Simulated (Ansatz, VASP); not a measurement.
# CuF2: VASP beside Ansatz

Wanted: the spread between two codes on one cell, functional and k mesh. The structure shown is the start of the Ansatz relaxation below; VASP solves that cell, so the two are compared at the walk's first step.

Main program and level: Ansatz 0.2.0; plane waves, with VASP 6.6.1 beside it; single point at PBEsol.

### 1. The structure

The cell holds 3 atoms: 1 Cu and 2 F. Cell: a = 2.982 Å, b = 2.982 Å, c = 28.816 Å, α = 90.0°, β = 90.0°, γ = 120.0°. Vacuum lies along c. The height across the vacuum is the one that the program set for its solve, not the one typed.

### 2. Ansatz: relaxation, PBEsol

Ansatz runs on its default PAW (the set named soft_2) files.

The two programs are compared at the cell with which this relaxation starts, whose forces are those of its first step.

The input, input.yaml:

```yaml
crystal:
  lattice:
    - [2.982, 0.0, 0.0]
    - [-1.491, 2.5824877541, 0.0]
    - [0.0, 0.0, 18.508220086]
  atoms:
    - { symbol: Cu, position: [0.0, 0.0, 0.5] }
    - { symbol: F, position: [0.3333333333, 0.6666666667, 0.5677596245] }
    - { symbol: F, position: [0.6666666667, 0.3333333333, 0.4322403755] }
  periodic: [true, true, false]
kpoints:
  mp_grid: { grid: [9, 9, 1] }
hamiltonian:
  xc: pbesol
scf:
  occupations: { method: fermi_dirac, width: 0.02 }
relax:
  f_tol: 0.01
  max_steps: 80
  cell: {}
```

The run is started by

```
ansatz run input.yaml --threads 4 --pin off --max-ram 14745MiB --backend cpu --events-out ev --progress --plain --runs-dir out
```

Numbers of over 12 decimals in the logs are rounded to 6 here.

The log of the run:

```text
Warning: crystal.periodic: the lattice vector that does not repeat stood 0.000° off the slab's normal, 18.508 Å along it as the deck builds it. The run solves the slab on a vector along the normal, 28.816 Å long, with every atom where it was (on the deck's vector they left 16.00 Å outside them, and the widest stretch free of ions among them is 1.25 Å). A fractional position that the run reports is one of the run's ce [...]
crystal.periodic: the lattice vector that does not repeat stood 0.000° off the slab's normal, 18.508 Å along it as the deck builds it. The run solves the slab on a vector along the normal, 28.816 Å long, with every atom where it was (on the deck's vector they left 16.00 Å outside them, and the widest stretch free of ions among them is 1.25 Å). A fractional position that the run reports is one of the run's cell, which [...]
Engine: ansatz 0.2.0, aarch64-unknown-linux-gnu
Pseudopotentials: kind: paw
Pseudopotential: Cu, paw, valence charge 19, recommended cutoff 420 eV (normal), Cu.paw.azcp
Pseudopotential: F, paw, valence charge 7, recommended cutoff 420 eV (normal), F.paw.azcp
Functional definition: PBEsol
  exchange = pbesol_x
  correlation = pbesol_c
Crystal: 3 atoms, lattice volume = 221.915 Å³
Basis set: ecut = 420 eV, 4237 PW (Γ), exchange–correlation on 40×40×400 points (8 copies of the dense FFT grid, shifted against one another)
Bands: 21, of which v1, the nominal top of the filled ones, is band 17 counted from 1 (16 counted from 0)
Symmetry: 12 space group operations
Space group: P-3m1 (ITA 164), of the structure as read, at distance tolerance 6.1e-5 Å
k-points: 12 of 81
Non-local potential: Cu, projectors of the file, l = 0: 3, l = 1: 2, l = 2: 3, l = 3: 1
Non-local potential: F, projectors of the file, l = 0: 2, l = 1: 2, l = 2: 1
PAW form: soft (Blöchl's): semilocal exchange-correlation on the pseudo side does not see the compensation charge
PAW frozen core: Cu, regenerated for the run's functional, and the local potential with it (the file was generated under x = pbe(κ = 0.804, μ = 0.219515), c = pbe(β = 0.066725))
PAW frozen core: F, regenerated for the run's functional, and the local potential with it (the file was generated under x = pbe(κ = 0.804, μ = 0.219515), c = pbe(β = 0.066725))
PAW one-centre angular grid: Cu, 590 points (default); XC on 64 Gauss nodes
PAW one-centre angular grid: F, 110 points (default); XC on 64 Gauss nodes
Initial density: superposition of atomic densities (neutral atoms: chi_scale 0, normalization atom), corrected by the library's trained network
Initial wavefunctions: pseudopotential atomic-orbital guess
Functional: x = pbesol(κ = 0.804, μ = 0.123457), c = pbesol(β = 0.046)
SCF iter   1: F=—  HF=-8187.407553 eV  |F-HF|=—  |Δ(HF+E_count)|=         —  Δρ=6.62e-3  dr2=7.13e-2  ethr=1.77e-3  ⟨swp⟩=12.8  Hψ=1878  notcnv=0
[...]
basis re-selected at this cell: Δ(F+E_penalty+E_count) = -2.879e-2 eV, ΔP = +0.713 N/m vs the last step (what re-selecting the basis moved, of the pressure what is left beyond the Pulay correction that the steps carried, after the strain that the cell walked since its last selection, with what the two solves' SCF thresholds leave and, on support functions, any second-order correction that the steps lacked; it is no measure of the basis error at this ecutwfc). The dense FFT grid was sized anew with the basis: this SCF ran on 24×24×200 points, the steps before it on 20×20×200, so part of this shift can come from that change (see relax.cell in the input reference). [rest of the remark cut]
Crystal: 3 atoms, lattice volume = 244.214 Å³
Basis set: ecut = 420 eV, 4777 PW (Γ), exchange–correlation on 48×48×400 points (8 copies of the dense FFT grid, shifted against one another)
iter 1 solved again at ethr=2.59e-6 eV; its pass at ethr=3.10e-3 eV (dr2=8.55e-4 eV) is discarded
SCF iter   1: F=—  HF=-8187.979558 eV  |F-HF|=—  |Δ(HF+E_count)|=         —  Δρ=7.25e-4  dr2=8.36e-4  ethr=2.59e-6  ⟨swp⟩=2.9  Hψ=1632  notcnv=0
preconditioner: auto → LDOS  [metal: Δε(μ)=0.039 eV  Ē_g=14.132 eV  σ=0.020 eV  W_gap=0.46  n_scr=16 (ndim 8)  ℏωp=11.9 eV  f_vac=0.845  D(μ)=8.38/eV (n_scr^D=76)  β→1.0]
SCF iter   2: F=—  HF=-8187.979319 eV  |F-HF|=—  |Δ(HF+E_count)|=   2.40e-4  Δρ=5.94e-4  dr2=5.71e-4  ethr=2.53e-6  ⟨swp⟩=3.0  Hψ=446  notcnv=0
SCF iter   3: F=—  HF=-8187.979268 eV  |F-HF|=—  |Δ(HF+E_count)|=   5.08e-5  Δρ=3.86e-4  dr2=3.14e-4  ethr=1.73e-6  ⟨swp⟩=2.7  Hψ=478  notcnv=0
SCF iter   4: F=—  HF=-8187.979365 eV  |F-HF|=—  |Δ(HF+E_count)|=   9.73e-5  Δρ=4.86e-4  dr2=3.92e-4  ethr=9.51e-7  ⟨swp⟩=2.8  Hψ=445  notcnv=0
SCF iter   5: F=—  HF=-8187.979346 eV  |F-HF|=—  |Δ(HF+E_count)|=   1.91e-5  Δρ=2.41e-4  dr2=9.33e-5  ethr=9.51e-7  ⟨swp⟩=2.4  Hψ=374  notcnv=0
SCF iter   6: F=—  HF=-8187.979292 eV  |F-HF|=—  |Δ(HF+E_count)|=   5.36e-5  Δρ=6.70e-5  dr2=6.94e-6  ethr=2.83e-7  ⟨swp⟩=3.1  Hψ=455  notcnv=0
SCF iter   7: F=-8187.979296 eV  HF=-8187.979294 eV  |F-HF|=1.67e-6  |Δ(HF+E_count)|=   1.64e-6  Δρ=8.90e-6  dr2=1.00e-7  ethr=9.09e-10  ⟨swp⟩=5.5  Hψ=1446  notcnv=0
SCF 8 converged in 7 iterations: F = -8187.979296 eV  dr2 = 1.00e-7
relax step   8: F+E_penalty+E_count = -8187.97929569 eV  Δ(F+E_penalty+E_count) = -5.370e-4 eV  max|allowed force component| = 1.268e-2 eV/Å  Δτ_max = 0.0083 Å  P = +0.194 N/m  Ω = 244.214 Å³  energy of the carried Pulay correction = -2.125e-3 eV  fix = [c, alpha, beta]  reactions: c +0.000 N/m  (7 SCF iters, dr2 threshold 3.00e-7 eV, accepted)
[...]
relax step   9: F+E_penalty+E_count = -8187.97858283 eV  Δ(F+E_penalty+E_count) = +7.129e-4 eV  max|allowed force component| = 8.777e-4 eV/Å  Δτ_max = 0.0063 Å  P = +0.021 N/m  Ω = 245.453 Å³  energy of the carried Pulay correction = -3.200e-3 eV  fix = [c, alpha, beta]  reactions: c +0.000 N/m  (8 SCF iters, dr2 threshold 6.03e-8 eV, accepted)
[...]
relax step  10: F+E_penalty+E_count = -8187.98203552 eV  Δ(F+E_penalty+E_count) = -3.453e-3 eV  max|allowed force component| = 1.106e-3 eV/Å  Δτ_max = 0.0000 Å  P = +0.049 N/m  Ω = 245.453 Å³  fix = [c, alpha, beta]  reactions: c +0.000 N/m  stress off target by 4.94e-2 N/m on what of the cell is left free  SCF on the basis re-selected at this cell (its energy is not comparable with the rows above)  (9 SCF iters)
basis re-selected at this cell: Δ(F+E_penalty+E_count) = -3.453e-3 eV, ΔP = +0.029 N/m vs the last step (what re-selecting the basis moved, of the pressure what is left beyond the Pulay correction that the steps carried, after the strain that the cell walked since its last selection, with what the two solves' SCF thresholds leave and, on support functions, any second-order correction that the steps lacked; it is no m [...]
SCF converged after 9 iterations
Free energy (F): -8187.982036 eV
Harris-Foulkes:  -8187.982036 eV  (|F-HF|=2.67e-10)
Internal energy: -8187.971041 eV  (E = F + TS)
E sigma→0 (E₀):  -8187.976538 eV
Entropy (-TS):   -0.010994 eV (-3.665 meV/atom)
Fermi energy:    -7.195040 eV
--- Per-component energies (eV) ---
  E_band       = -1029.249969
  E_kinetic    = 705.673312
  E_local      = -79675.996788  (includes V_loc(G=0)·N_el)
  E_nonlocal   = 544.233247
  E_hartree    = 39146.253706
  E_xc         = -242.729171
  E_vxc        = -313.498668  (∫ρ·V_xc dr)
  E_paw        = -2014.476819  (= ΣΔE_a)
  E_vpaw       = -582.172762  (= ΣTr[D̂ρ^β])
  E_aug_tail   = 0.004538  (compensation charges beyond the density's cutoff)
  E_ewald      = 33348.775847
  E_core_change = 0.291087  (= ΣΔE_core)
  E_smearing   = -0.010994  (= −TS)
  E_closure    = -0.000000  (closes the sum)
  Σ components = -8187.982036   (vs F -8187.982036, Δ=0.00e0)
--- Forces (eV/Å), atoms counted from 1 ---
  atom   1  Cu     0.00000000     0.00000000     0.00000000
  atom   2  F      0.00000000     0.00000000     0.00110642
  atom   3  F     -0.00000000    -0.00000000    -0.00110642
  max |Σ_I F_I| component: 4.63e-18 eV/Å
--- 2D stress c σ (N/m, compression-positive) ---
        0.049420      -0.000000      -0.000000
       -0.000000       0.049420       0.000000
       -0.000000       0.000000       0.000000
  P = ½ c Tr σ = 0.0494 N/m
--- Relaxed structure (8 steps of the walk, 8 accepted, 2 SCFs on fresh bases) ---
  F+E_penalty+E_count = -8187.98203552 eV   max|allowed force component| = 1.106e-3 eV/Å   (the final SCF, on the basis selected at the relaxed cell)
  cell:  # Å, volume = 245.4534 Å³
    - [3.136166, 0.0, 0]
    - [-1.568083, 2.716000, 0]
    - [0, 0, 28.816440]
  atoms:
    - { symbol: Cu, position: [0, 0, 0.321140] }
    - { symbol: F, position: [0.333333, 0.666667, 0.352496] }
    - { symbol: F, position: [0.666667, 0.333333, 0.289784] }
```

Reading the cycles: dr2 is the Hartree energy of the density residual (eV), the measure of convergence; HF is the Harris–Foulkes estimate of the energy, which meets the free energy F at convergence.

### 3. VASP: single point, PBEsol, start cell

The same cell, functional, mesh and smearing now go to VASP, with its own data sets.

Lines of VASP's logs that name or quote its potential files are left out, and so is its time.

The input, INCAR:

```
SYSTEM = CuF2
PREC = Accurate
ENCUT = 520
EDIFF = 1E-06
NELM = 120
ISMEAR = -1
SIGMA = 0.02
LREAL = .FALSE.
ALGO = Normal
GGA = PS
NBANDS = 18
LASPH = .TRUE.
LORBIT = 11
LWAVE = .FALSE.
LCHARG = .FALSE.
ISIF = 2
LDIPOL = .TRUE.
IDIPOL = 3
DIPOL = 0.5 0.5 0.321
LVHAR = .TRUE.
GGA_COMPAT = .FALSE.
NELMDL = -8
```

The input, POSCAR:

```
CuF2
1.0
    2.9820000000      0.0000000000      0.0000000000
   -1.4910000000      2.5824880000      0.0000000000
    0.0000000000      0.0000000000     28.8164400000
Cu F
1 2
Direct
    0.0000000000      0.0000000000      0.3211399465
    0.3333333979      0.6666667957      0.3646605896
    0.6666666021      0.3333332043      0.2776193034
```

The input, KPOINTS:

```
Automatic mesh
0
Gamma
9 9 1
0 0 0
```

Potentials, in the order of the species: Cu and F (PBE family, release 64).

The run is started by

```
mpirun -np 1 vasp_std
```

The log of the run:

```text
[banner, memory and clock lines left out]
running    1 mpi-ranks, on    1 nodes
 distrk:  each k-point on    1 cores,    1 groups
 distr:  one band on    1 cores,    1 groups

 POSCAR found type information on POSCAR CuF
 POSCAR found :  2 types and       3 ions
|                                                                             |
|               ----> ADVICE to this user running VASP <----                  |
|                                                                             |
|     You enforced a specific xc type in the INCAR file but a different       |
|     [... a line on the potential file left out ...]
|     I HOPE YOU KNOW WHAT YOU ARE DOING!                                     |
|                                                                             |

 LDA part: xc-table for (Slater+PW92), standard interpolation
 POSCAR, INCAR and KPOINTS ok, starting setup
 FFT: planning ... GRIDC
 FFT: planning ... GRID_SOFT
 FFT: planning ... GRID
 WAVECAR not read
 entering main loop
       N       E                     dE             d eps       ncg     rms          rms(c)
DAV:   1     0.268099477409E+03    0.26810E+03   -0.94049E+03   432   0.109E+03
DAV:   2     0.354794421596E+02   -0.23262E+03   -0.21831E+03   518   0.280E+02
DAV:   3    -0.124550281165E+02   -0.47934E+02   -0.46441E+02   682   0.140E+02
DAV:   4    -0.147951539846E+02   -0.23401E+01   -0.23000E+01   566   0.345E+01
DAV:   5    -0.148466953196E+02   -0.51541E-01   -0.51443E-01   586   0.487E+00
DAV:   6    -0.148488022447E+02   -0.21069E-02   -0.21069E-02   598   0.855E-01
DAV:   7    -0.148488622578E+02   -0.60013E-04   -0.60012E-04   580   0.110E-01
DAV:   8    -0.148488626003E+02   -0.34246E-06   -0.34284E-06   514   0.899E-03    0.104E+01
DAV:   9    -0.127221045017E+02    0.21268E+01   -0.25842E+01   610   0.975E+01    0.890E+00
DAV:  10    -0.116268919601E+02    0.10952E+01   -0.41934E+00   542   0.103E+02    0.214E+00
DAV:  11    -0.116227083221E+02    0.41836E-02   -0.89080E-01   684   0.114E+01    0.123E+00
DAV:  12    -0.116105279842E+02    0.12180E-01   -0.14437E-01   666   0.131E+01    0.139E+00
DAV:  13    -0.115796092657E+02    0.30919E-01   -0.75965E-02   614   0.111E+01    0.235E-01
DAV:  14    -0.115806076095E+02   -0.99834E-03   -0.16196E-02   658   0.115E+00    0.955E-02
[...]
DAV:  19    -0.115811193727E+02   -0.75861E-05   -0.22205E-05   638   0.128E-01    0.124E-02
DAV:  20    -0.115811342519E+02   -0.14879E-04   -0.28432E-05   628   0.146E-01    0.120E-02
DAV:  21    -0.115811395520E+02   -0.53002E-05   -0.66282E-06   600   0.826E-02    0.232E-03
DAV:  22    -0.115811410992E+02   -0.15472E-05   -0.11645E-06   454   0.886E-03    0.780E-04
DAV:  23    -0.115811460846E+02   -0.49854E-05   -0.31845E-07   366   0.148E-02    0.106E-03
DAV:  24    -0.115811483301E+02   -0.22454E-05   -0.24837E-07   410   0.139E-02    0.690E-04
DAV:  25    -0.115811500434E+02   -0.17133E-05   -0.14741E-07   408   0.514E-03    0.695E-04
DAV:  26    -0.115811506545E+02   -0.61112E-06   -0.82132E-08   394   0.245E-03
   1 F= -.11581151E+02 E0= -.11567804E+02  d E =-.266940E-01
```

Parts of OUTCAR (step 3):

```text
ion  position               nearest neighbor table
   1  0.000  0.000  0.321-   3 2.13   2 2.13   3 2.13   2 2.13   3 2.13   2 2.13
   2  0.333  0.667  0.365-   1 2.13   1 2.13   1 2.13
   3  0.667  0.333  0.278-   1 2.13   1 2.13   1 2.13

  LATTYP: Found a hexagonal cell.
 ALAT       =     2.9820000000
 C/A-ratio  =     9.6634607646

 Subroutine GETGRP returns: Found 12 space group operations
 (whereof  6 operations were pure point group operations)

The static configuration has the point symmetry C_3v.
 The point group associated with its full space group is D_3d.

 Found     12 irreducible k-points:

   k-points           NKPTS =     12   k-points in BZ     NKDIM =     12   number of bands    NBANDS=     18

   dimension x,y,z NGX =    24 NGY =   24 NGZ =  216
   dimension x,y,z NGXF=    48 NGYF=   48 NGZF=  432

   ENCUT  =  520.0 eV  38.22 Ry    6.18 a.u.   5.54  5.54 53.58*2*pi/ulx,y,z

   NELECT =      25.0000    total number of electrons

 k-points in reciprocal lattice and weights: Automatic mesh
   0.00000000  0.00000000  0.00000000       0.012
   0.11111111  0.00000000  0.00000000       0.074
   0.22222222  0.00000000  0.00000000       0.074
   0.33333333 -0.00000000  0.00000000       0.074
   0.44444444  0.00000000  0.00000000       0.074
   0.11111111  0.11111111  0.00000000       0.074
   0.22222222  0.11111111  0.00000000       0.148
   0.33333333  0.11111111  0.00000000       0.148
   0.44444444  0.11111111  0.00000000       0.074
   0.22222222  0.22222222  0.00000000       0.074
   0.33333333  0.22222222  0.00000000       0.148
   0.33333333  0.33333333  0.00000000       0.025

 dipolmoment           0.000000      0.000000     -0.000005 electrons x Angstroem

 average (electrostatic) potential at core
       1 -77.2352       2 -85.2497       3 -85.2497

 E-fermi :  -7.3018

 k-point     1 :       0.0000    0.0000    0.0000
  band No.  band energies     occupation
    ...
      9      -8.6346      2.00000
     10      -8.6346      2.00000
     11      -8.3580      2.00000
     12      -7.2801      0.50475
     13      -7.2801      0.50474
     14      -3.8059      0.00000
     15       0.3366      0.00000
     16       1.3167      0.00000
     17       1.5683      0.00000
     18       1.6289      0.00000

 k-point     2 :       0.1111    0.0000    0.0000
  band No.  band energies     occupation
    ...
      9      -8.5995      2.00000
     10      -8.5172      2.00000
     11      -8.2878      2.00000
     12      -7.3967      1.98272
     13      -7.2930      0.78218
     14      -3.4141      0.00000
     15       0.7371      0.00000
     16       1.5802      0.00000
     17       1.8370      0.00000
     18       1.9265      0.00000

 k-point     3 :       0.2222    0.0000    0.0000
  band No.  band energies     occupation
    ...
      9      -8.6359      2.00000
     10      -8.3557      2.00000
     11      -8.1851      2.00000
     12      -7.5190      1.99996
     13      -7.3037      1.04728
     14      -2.4710      0.00000
     15       1.7498      0.00000
     16       2.3625      0.00000
     17       2.6481      0.00000
     18       2.8014      0.00000

  Total       -1.5051912     -1.5051915     -4.3053452      0.0000000     -0.0000000      0.0000000
  in kB      -10.8671580    -10.8671601    -31.0836692      0.0000000     -0.0000000      0.0000000
  external PRESSURE =     -17.6059958 kB  Pullay stress =       0.0000000 kB

  energy-cutoff  :      520.00
  volume of cell :      221.91
      direct lattice vectors                 reciprocal lattice vectors
     2.982000000  0.000000000  0.000000000     0.335345406  0.193611742  0.000000000
    -1.491000000  2.582488000  0.000000000     0.000000000  0.387223484  0.000000000
     0.000000000  0.000000000 28.816440000     0.000000000  0.000000000  0.034702413

 POSITION                                       TOTAL-FORCE (eV/Angst)
 -----------------------------------------------------------------------------------
      0.00000      0.00000      9.25411         0.000000      0.000000     -0.000000
      0.00000      1.72166     10.50822        -0.000000      0.000000     -1.674708
      1.49100      0.86083      8.00000         0.000000     -0.000000      1.674708
 -----------------------------------------------------------------------------------
    total drift:                               -0.000000     -0.000000     -0.000140

  FREE ENERGIE OF THE ION-ELECTRON SYSTEM (eV)
  ---------------------------------------------------
  free  energy   TOTEN  =       -11.5811506545 eV

  energy  without entropy=      -11.5544566282  energy(sigma->0) =      -11.56780364

 vacuum level on the upper side and lower side of the slab         1.462         1.462

 total charge
# of ion       s       p       d       tot
------------------------------------------
    1        0.255   0.251   9.078   9.585
    2        1.743   4.244   0.000   5.987
    3        1.743   4.244   0.000   5.987
--------------------------------------------------
tot          3.741   8.740   9.078  21.559

[... 3 further parts left out ...]
```

This run has no spin polarisation, so a moment on Cu, if there is one, isn't seen. Its electron count is odd, so without a moment it is a metal by construction.

### 4. Side by side

Known differences besides the potentials themselves: Ansatz cuts the interaction across the vacuum, VASP repeats the sheet with a dipole correction; the data sets hold 33 valence electrons in Ansatz (on its default PAW (the set named soft_2) files) and 25 in VASP; the cutoff is 420 eV in Ansatz and 520 eV in VASP; Ansatz makes its cores anew for this functional, VASP keeps those of its PBE data sets. Total energies have different zeros and are not compared.

Forces (eV/Å; atoms numbered as in POSCAR):

| atom | Ansatz x, y, z | VASP x, y, z |
| --- | --- | --- |
| Cu1 | 0.000, 0.000, 0.000 | 0.000, 0.000, 0.000 |
| F2 | 0.000, 0.000, -1.701 | 0.000, 0.000, -1.675 |
| F3 | 0.000, 0.000, 1.701 | 0.000, 0.000, 1.675 |

The forces differ by 12 meV/Å r.m.s., which is 1.6 % of the r.m.s. force of 0.789 eV/Å (both taken over all components). With vacuum in the cell, a pressure given here is an average over mostly empty space and none of the material.

### 5. Results

| Quantity | Value |
| --- | --- |
| r.m.s. force difference (single point, PBEsol, start cell) | 1.6 % of the r.m.s. force |

The r.m.s. force difference is 1.6 % of the r.m.s. force (single point, PBEsol, start cell), within the 3 % picked in this series as the mark of a large difference. The data sets hold unlike numbers of valence electrons (33 in Ansatz and 25 in VASP), so part of the differences comes from the potentials. 1 further run of this series is not shown here. Such differences can come from data sets, numerical settings and the points named under the comparisons, not from the functional's error against experiment.

[Lines on the potential files, build, host, timing and source positions are cut from VASP's logs without a mark.]

[Logs are printed without paths, hosts, clocks, repeated set-up lines and the standing remarks that a program may print on its own settings, such as how far it seeks lower states.]

[Hosts, paths, dates, database ids (printed as entryN), source tags and the programs' standing remarks are cut or masked in the printed files.]
